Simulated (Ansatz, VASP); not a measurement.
## Ni (Ni(111)): VASP beside Ansatz

One calculation is typed for both programs; each brings its own data sets. How far apart do they land? The structure shown is the start of the Ansatz relaxation below; VASP solves that cell, so the two are compared at the walk's first step.

Method: plane waves, with VASP 6.6.1 beside it; single point at PBE, in Ansatz 0.2.0.

### Step 1. Starting point

The cell holds 6 atoms: 6 Ni. Cell: a = 2.489 Å, b = 2.489 Å, c = 24.161 Å, α = 90.0°, β = 90.0°, γ = 60.0°. Vacuum lies along c.

### Step 2. Ansatz: relaxation, PBE

Ansatz runs on its default PAW (the set named soft_2) files.

The two programs are compared at the cell with which this relaxation starts, whose forces are those of its first step.

input.yaml

```yaml
crystal:
  lattice:
    - [2.4890158698, 0.0, 0.0]
    - [1.2445079349, 2.1555509736, 0.0]
    - [0.0, 0.0, 24.1613647377]
  atoms:
    - { symbol: Ni, position: [0.3333333333, 0.3333333333, 0.2897187339], spin: 0.7 }
    - { symbol: Ni, position: [0.6666666667, 0.6666666667, 0.3738312403], spin: 0.7 }
    - { symbol: Ni, position: [0.0, 0.0, 0.4579437468], spin: 0.7 }
    - { symbol: Ni, position: [0.3333333333, 0.3333333333, 0.5420562532], spin: 0.7 }
    - { symbol: Ni, position: [0.6666666667, 0.6666666667, 0.6261687597], spin: 0.7 }
    - { symbol: Ni, position: [0.0, 0.0, 0.7102812661], spin: 0.7 }
magnetization:
  spin_polarized: true
kpoints:
  mp_grid: { grid: [14, 14, 1] }
hamiltonian:
  xc: pbe
scf:
  occupations: { method: fermi_dirac, width: 0.1 }
efield:
  axis: 3
  dipole_correction: true
  ramp_width: 0.05
relax:
  f_tol: 0.02
  max_steps: 60
  constraints: [{ sites: [0, 1, 2] }]
output:
  write_potential: true
  write_density: true
  volumetric_format: npy
```

On the command line:

```bash
$ ansatz run input.yaml --threads 4 --pin off --max-ram 8192MiB --backend cpu --events-out ev --progress --plain --runs-dir out
```

Numbers of over 12 decimals in the logs are rounded to 6 here.

Log:

```text
Engine: ansatz 0.2.0, x86_64-unknown-linux-gnu
Pseudopotentials: kind: paw
Pseudopotential: Ni, paw, valence charge 18, recommended cutoff 420 eV (normal), Ni.paw.azcp
Functional definition: PBE
  parameter kappa = 0.804
  parameter beta = 0.066725
  exchange = pbe_x(kappa = kappa, mu = beta*pi^2/3)
  correlation = pbe_c(beta = beta)
Crystal: 6 atoms, lattice volume = 129.631 Å³
Basis set: ecut = 420 eV, 2439 PW (Γ), exchange–correlation on 36×36×324 points (8 copies of the dense FFT grid, shifted against one another)
Bands: 68, of which v1, the nominal top of the filled ones, is band 54 counted from 1 (53 counted from 0)
Symmetry: 6 space group operations
k-points: 24 of 196 (time reversal used)
Non-local potential: Ni, projectors of the file, l = 0: 3, l = 1: 2, l = 2: 3, l = 3: 1
PAW form: soft (Blöchl's): semilocal exchange-correlation on the pseudo side does not see the compensation charge
PAW one-centre angular grid: Ni, 590 points (default); XC on 64 Gauss nodes
Initial density: superposition of atomic densities (neutral atoms: chi_scale 0, normalization atom)
Starting moments: Σ|m| = 4.2 μB on 6 of 6 sites
Initial wavefunctions: pseudopotential atomic-orbital guess
Functional: x = pbe(κ = 0.804, μ = 0.219515), c = pbe(β = 0.066725)
SCF iter   1: F=—  HF=-35031.835042 eV  |F-HF|=—  |Δ(HF+E_count)|=         —  Δρ=3.86e-2 (↑1.22e-2 ↓3.86e-2)  dr2=4.25e0  dr2_m=3.86e-1  M=4.439 μB ∫|m|=4.670 μB  β_m=1.00  ethr=3.10e-3  p=0.000 e·Å  D=4.30e-13 V/Å  ΔV_dip=-0.00 eV  dr2_dipole=2.13e-8  V_vac-E_F(+/−)=7.33/7.33 eV  ⟨swp⟩=8.4  Hψ=14646  notcnv=0  defer=62
Mixer restart at iter 1: flushing history
efield: sawtooth ramp at fractional position 0.9750 (placed from the atoms, in the widest stretch of the axis that holds none; the zero of the levels goes with the place), width 0.0500; the density the first Hamiltonian is built on has a dipole p = 0.000 e·Å; the dipole correction subtracts the counter field D = 4.30e-13 V/Å, which shifts the + side's vacuum level by -0.00 eV against the − side's; the planar-averaged density in the ramp window peaks in size at 1.9e-5 e/Å³
preconditioner: auto → LDOS  [metal: Δε(μ)=0.001 eV  Ē_g=7.785 eV  σ=0.100 eV  W_gap=0.00  n_scr=20 (ndim 8)  ℏωp=25.3 eV  f_vac=0.451  D(μ)=11.52/eV (n_scr^D=156)]
spin=Collinear: LDOS preconditioning applied to the charge; magnetization (m = ρ↑ − ρ↓) channel mixes plain (no charge-response kernel on spin).
SCF iter   2: F=—  HF=-35032.345801 eV  |F-HF|=—  |Δ(HF+E_count)|=   5.11e-1  Δρ=1.46e-2 (↑1.46e-2 ↓1.18e-2)  dr2=6.16e-1  dr2_m=6.57e-3  M=4.330 μB ∫|m|=4.779 μB  β_m=0.31  ethr=3.10e-3  p=0.000 e·Å  D=6.54e-6 V/Å  ΔV_dip=-0.00 eV  dr2_dipole=1.21e-7  V_vac-E_F(+/−)=6.44/6.44 eV  ⟨swp⟩=2.4  Hψ=5454  notcnv=0  defer=147
density mixer auto → msr1: a metal under ldos (density of states about μ 3.88 of a free-electron gas's, 20 screened modes)
SCF iter   3: F=—  HF=-35034.345616 eV  |F-HF|=—  |Δ(HF+E_count)|=    2.00e0  Δρ=7.59e-3 (↑7.59e-3 ↓6.39e-3)  dr2=1.65e-1  dr2_m=5.19e-3  M=4.303 μB ∫|m|=4.786 μB  β_m=0.51  ethr=5.70e-4  p=-0.000 e·Å  D=-5.70e-6 V/Å  ΔV_dip=0.00 eV  dr2_dipole=1.00e-9  V_vac-E_F(+/−)=6.03/6.03 eV  ⟨swp⟩=2.6  Hψ=5236  notcnv=0  defer=150
SCF iter   4: F=—  HF=-35036.698978 eV  |F-HF|=—  |Δ(HF+E_count)|=         —  Δρ=8.74e-3 (↑4.50e-3 ↓8.74e-3)  dr2=1.43e-1  dr2_m=7.75e-3  M=4.112 μB ∫|m|=4.685 μB  β_m=0.51  ethr=1.53e-4  p=-0.000 e·Å  D=-2.73e-6 V/Å  ΔV_dip=0.00 eV  dr2_dipole=4.53e-10  V_vac-E_F(+/−)=5.41/5.41 eV  ⟨swp⟩=2.9  Hψ=6672  notcnv=0  defer=153
SCF iter   5: F=—  HF=-35037.076671 eV  |F-HF|=—  |Δ(HF+E_count)|=   3.78e-1  Δρ=6.36e-3 (↑2.35e-3 ↓6.36e-3)  dr2=6.17e-2  dr2_m=7.65e-3  M=3.998 μB ∫|m|=4.574 μB  β_m=0.75  ethr=1.32e-4  p=-0.000 e·Å  D=-5.84e-6 V/Å  ΔV_dip=0.00 eV  dr2_dipole=5.13e-9  V_vac-E_F(+/−)=5.27/5.27 eV  ⟨swp⟩=2.1  Hψ=5220  notcnv=0  defer=163
SCF iter   6: F=—  HF=-35037.201872 eV  |F-HF|=—  |Δ(HF+E_count)|=   1.25e-1  Δρ=4.23e-3 (↑3.21e-3 ↓4.23e-3)  dr2=4.22e-2  dr2_m=1.10e-3  M=3.906 μB ∫|m|=4.485 μB  β_m=0.66  ethr=5.71e-5  p=0.000 e·Å  D=3.13e-6 V/Å  ΔV_dip=-0.00 eV  dr2_dipole=5.71e-8  V_vac-E_F(+/−)=5.13/5.13 eV  ⟨swp⟩=2.4  Hψ=5899  notcnv=0  defer=173
SCF iter   7: F=—  HF=-35037.193718 eV  |F-HF|=—  |Δ(HF+E_count)|=   8.15e-3  Δρ=2.26e-3 (↑1.66e-3 ↓2.26e-3)  dr2=1.27e-2  dr2_m=2.09e-4  M=3.882 μB ∫|m|=4.459 μB  β_m=0.55  ethr=3.90e-5  p=-0.000 e·Å  D=-5.51e-6 V/Å  ΔV_dip=0.00 eV  dr2_dipole=3.37e-8  V_vac-E_F(+/−)=5.10/5.10 eV  ⟨swp⟩=2.1  Hψ=6111  notcnv=0  defer=172
SCF iter   8: F=—  HF=-35037.190874 eV  |F-HF|=—  |Δ(HF+E_count)|=   2.84e-3  Δρ=7.35e-4 (↑4.11e-4 ↓7.35e-4)  dr2=8.72e-4  dr2_m=7.23e-5  M=3.888 μB ∫|m|=4.469 μB  β_m=0.63  ethr=1.17e-5  p=-0.000 e·Å  D=-1.11e-6 V/Å  ΔV_dip=0.00 eV  dr2_dipole=2.81e-10  V_vac-E_F(+/−)=5.08/5.08 eV  ⟨swp⟩=2.0  Hψ=4627  notcnv=0  defer=172
[...]
preconditioner: auto → LDOS  [metal: Δε(μ)=0.018 eV  Ē_g=7.843 eV  σ=0.100 eV  W_gap=0.05  n_scr=12 (ndim 8)  ℏωp=25.3 eV  f_vac=0.462  D(μ)=10.69/eV (n_scr^D=142)]
spin=Collinear: LDOS preconditioning applied to the charge; magnetization (m = ρ↑ − ρ↓) channel mixes plain (no charge-response kernel on spin).
SCF iter   2: F=-35037.193013 eV  HF=-35037.193013 eV  |F-HF|=2.51e-8  |Δ(HF+E_count)|=  1.16e-10  Δρ=2.72e-6 (↑9.73e-7 ↓2.72e-6)  dr2=2.44e-8  dr2_m=1.31e-9  M=3.892 μB ∫|m|=4.476 μB  ethr=2.11e-11  p=0.000 e·Å  D=3.27e-4 V/Å  ΔV_dip=-0.01 eV  dr2_dipole=3.25e-9  V_vac-E_F(+/−)=5.06/5.07 eV  ⟨swp⟩=7.5  Hψ=21576  notcnv=0
SCF 4 converged in 2 iterations: F = -35037.193013 eV  dr2 = 2.44e-8
relax step   4: F+E_penalty+E_count = -35037.19301281 eV  Δ(F+E_penalty+E_count) = -2.567e-8 eV  max|allowed force component| = 2.335e-3 eV/Å  Δτ_max = 0.0000 Å  (2 SCF iters, accepted)
NSCF: frozen V_eff on 24 k-points
the band table was solved once a step of the walk had ended and its energy, with any forces and stress, was formed, with the checks that follow a solve (17125 applications of the Hamiltonian). They found nothing against the state; the energy, forces and stress were not computed again (output.eigenvalues in the input reference)
WARN: The output density's exchange-correlation potential varies sharply where the density is thin. Do not read a vacuum level from v_tot or v_xc, or from such a field of the output density. On a cell that repeats whose density bears no net charge and no dipole along the vacuum's axis use v_es (v_loc + v_h of the components); under efield.dipole_correction with no amplitude use v_es + v_field, which holds any externa [...]
SCF converged after 2 iterations
Stability not checked: this state was not tested for a lower state beside it, because the mixer in use, unlike msr1, does not test its closes by its own steps (another_mixer; see scf.mixing.algorithm and scf.lower_state_search)
Magnetization: 3.8918 μB (55.9459 up, 52.0541 down)
Absolute magnetization: 4.4806 μB (∫|ρ↑−ρ↓|, with the PAW one-centre terms)
Spin contamination: 0.0545 ħ² per cell (⟨S²⟩ above its minimum at these occupations)
Per-site moments (μB) at R_I (Å): [(0.704489, 1.026719), (0.702254, 1.026719), (0.661920, 1.026719), (0.661049, 1.026343), (0.702584, 1.017806), (0.705593, 1.017806)]
Free energy (F): -35037.193013 eV
Harris-Foulkes:  -35037.193013 eV  (|F-HF|=2.51e-8)
Internal energy: -35036.849041 eV  (E = F + TS)
E sigma→0 (E₀):  -35037.021027 eV
Entropy (-TS):   -0.343972 eV (-57.329 meV/atom)
Fermi energy:    6.699347 eV
Dipole field:    D = 0.000422 V/Å  (p = 0.000303 e·Å, saw-weighted, corrected)
Work function:   Φ+ = 5.0581 eV   Φ− = 5.0682 eV
Levels:          The Fermi level and band energies are counted from a zero that moves with the ramp; work functions are not
--- Per-component energies (eV) ---
  E_band       = -2934.456700
  E_kinetic    = 1690.211061
  E_local      = -219972.084379  (includes V_loc(G=0)·N_el)
  E_nonlocal   = 3818.758707
  E_hartree    = 107669.545910
  E_xc         = -505.838402
  E_vxc        = -651.998885  (∫ρ·V_xc dr)
  E_paw        = -9782.260061  (= ΣΔE_a)
  E_vpaw       = -3158.423736  (= ΣTr[D̂ρ^β])
  E_aug_tail   = 0.003170  (compensation charges beyond the density's cutoff)
  E_efield     = 0.000000  (sawtooth field / dipole correction)
  E_vefield    = 0.000183  (∫n·V_field dr)
  E_ewald      = 82044.814953
  E_smearing   = -0.343972  (= −TS)
  E_closure    = -0.000000  (closes the sum)
  Σ components = -35037.193013   (vs F -35037.193013, Δ=0.00e0)
--- Forces (eV/Å), atoms counted from 1 ---
  atom   1  Ni     0.00000000     0.00000000     0.14128351
  atom   2  Ni    -0.00000000    -0.00000000    -0.12456360
  atom   3  Ni    -0.00000000     0.00000000    -0.01505699
  atom   4  Ni     0.00000000    -0.00000000    -0.00125644
  atom   5  Ni     0.00000000     0.00000000    -0.00233542
  atom   6  Ni     0.00000000    -0.00000000     0.00193254
  max |Σ_I F_I| component: 3.59e-6 eV/Å
--- Band table (eV; the first three rows and the last of 48) ---
  k-point 0 ↑: bands = [... 50 lower, 5.4080, 5.5296, 5.5296, 5.7798, 5.7798, 5.9895, 5.9895, 6.0775, ... 10 higher]
  k-point 1 ↑: bands = [... 50 lower, 5.4327, 5.5489, 5.5571, 5.5949, 5.6960, 5.7832, 5.9911, 6.0819, ... 10 higher]
  k-point 2 ↑: bands = [... 50 lower, 5.2924, 5.4068, 5.4949, 5.5761, 5.7890, 5.9120, 5.9948, 6.0937, ... 10 higher]
  k-point 23 ↓: bands = [... 50 lower, 6.7506, 6.7632, 6.8331, 6.8546, 10.9486, 11.1035, 11.3741, 11.7421, ... 10 higher]
--- Relaxed structure (4 steps of the walk, 4 accepted, 0 SCFs on fresh bases) ---
  F+E_penalty+E_count = -35037.19301281 eV   max|allowed force component| = 2.335e-3 eV/Å
  atoms:
    - { symbol: Ni, position: [0.333333, 0.333333, 0.2897187339] }
    - { symbol: Ni, position: [0.666667, 0.666667, 0.3738312403] }
    - { symbol: Ni, position: [0.0, 0.0, 0.4579437468] }
    - { symbol: Ni, position: [0.333333, 0.333333, 0.542121] }
    - { symbol: Ni, position: [0.666667, 0.666667, 0.626187] }
    - { symbol: Ni, position: [-1.3430567972678686e-18, 0, 0.709202] }
```

[end of part 1 of 2]

[Lines on the potential files, build, host, timing and source positions are cut from VASP's logs without a mark.]

[Logs are printed without paths, hosts, clocks, repeated set-up lines and the standing remarks that a program may print on its own settings, such as how far it seeks lower states.]

[Hosts, paths, dates, database ids (printed as entryN), source tags and the programs' standing remarks are cut or masked in the printed files.]
